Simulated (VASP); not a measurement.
TiB2: single point with LDA

The system is TiB2.

```xyz
3
Lattice="2.9937 0.0000 0.0000 -1.4968 2.5926 0.0000 0.0000 0.0000 3.1602" Properties=species:S:1:pos:R:3 pbc="T T T"
Ti    0.0000    0.0000    0.0000
B     0.0000    1.7284    1.5801
B     1.4968    0.8642    1.5801
```

```yaml
Program: VASP 6.6.1
Task: single point
Functional: LDA
Potentials_or_basis: VASP PAW LDA potentials, release 64 (Ti_sv, B)
Cutoff: 520 eV
k_mesh: 18 × 18 × 14
Occupations: gaussian, width 0.1 eV
Spin: no spin polarisation
Dipole_correction: no
Further_INCAR_settings: ALGO = Normal; EDIFF = 1e-06; NBANDS = 16
```

```json
{
  "Pressure": "0.6 GPa",
  "Band gap on the k mesh": "none (metal or under the smearing width)"
}
```

Levels at points of the mesh, in eV from the Fermi level:
| k point | band 7 | band 8 | band 9 | band 10 | band 11 | band 12 |
| --- | --- | --- | --- | --- | --- | --- |
| (0.00, 0.00, 0.00) | -2.79 | -2.24 | -2.20 | 1.98 | 1.98 | 3.88 |
| (0.50, 0.00, 0.00) | -3.35 | -3.31 | -2.42 | 1.39 | 2.84 | 3.37 |
| (0.00, 0.00, 0.50) | -0.61 | -0.61 | -0.29 | -0.29 | 0.41 | 0.41 |
| (0.50, 0.00, 0.50) | -4.86 | -3.99 | -3.10 | 2.65 | 3.05 | 4.85 |

Wall time 44 s on 1 thread of Intel(R) Xeon(R) Platinum 8488C (Sapphire Rapids) (shared host), peak memory 0.21 GiB.
